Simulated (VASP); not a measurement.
A convergence study with VASP on Mg2Si (antifluorite): one setting is varied, all else stays as given below, so the limit is that of these other settings.

```
CELL_PARAMETERS angstrom
      0.00000     3.17500     3.17500
      3.17500     0.00000     3.17500
      3.17500     3.17500     0.00000
ATOMIC_POSITIONS crystal
  Mg 0.25000 0.25000 0.25000
  Mg 0.75000 0.75000 0.75000
  Si 0.00000 0.00000 0.00000
```

Computed with LDA (Ceperley-Alder, Perdew-Zunger), VASP's LDA PAW potentials (set 64) (plane waves; VASP). The tightest run used: 550 eV cut-off, 15×15×15 Γ-centred mesh, Gaussian smearing of 0.050 eV, potentials Mg Si.

### Question
The settings run are 1×1×1 mesh; 2×2×2 mesh; 3×3×3 mesh; 4×4×4 mesh; 5×5×5 mesh; 6×6×6 mesh; 7×7×7 mesh; 8×8×8 mesh; 9×9×9 mesh; 10×10×10 mesh; 11×11×11 mesh; 12×12×12 mesh; 13×13×13 mesh; 14×14×14 mesh; 15×15×15 mesh. From which on does the energy per atom stay within 0.01 eV/atom of the tightest run?

### Answer
From 6×6×6 mesh on: it is off by 0.0080 there and by no more than 0.01 in any finer run, while 5×5×5 mesh is off by 0.0206.
```
setting        E (eV/atom)  pressure (GPa)  irreducible k-points  difference judged (eV/atom)
-------------  -----------  --------------  --------------------  ---------------------------
1×1×1 mesh          0.8774            7.26                     1                       4.2470
2×2×2 mesh         -2.6724           -2.09                     3                       0.6973
3×3×3 mesh         -3.1907           -2.55                     4                       0.1789
4×4×4 mesh         -3.3124           -2.67                     8                       0.0573
5×5×5 mesh         -3.3491           -2.64                    10                       0.0206
6×6×6 mesh         -3.3616           -2.63                    16                       0.0080
7×7×7 mesh         -3.3663           -2.61                    20                       0.0033
8×8×8 mesh         -3.3682           -2.60                    29                       0.0014
9×9×9 mesh         -3.3690           -2.60                    35                       0.0006
10×10×10 mesh      -3.3693           -2.60                    47                       0.0003
11×11×11 mesh      -3.3695           -2.59                    56                       0.0001
12×12×12 mesh      -3.3696           -2.59                    72                       0.0001
13×13×13 mesh      -3.3696           -2.59                    84                       0.0000
14×14×14 mesh      -3.3696           -2.59                   104                       0.0000
15×15×15 mesh      -3.3696           -2.59                   120                       0.0000
```

Left out are rungs that failed or repeat a setting and relaxations that didn't move; long series are thinned to 24 rows.

The compound is Mg2Si in the antifluorite structure. The cell was not relaxed at this level.
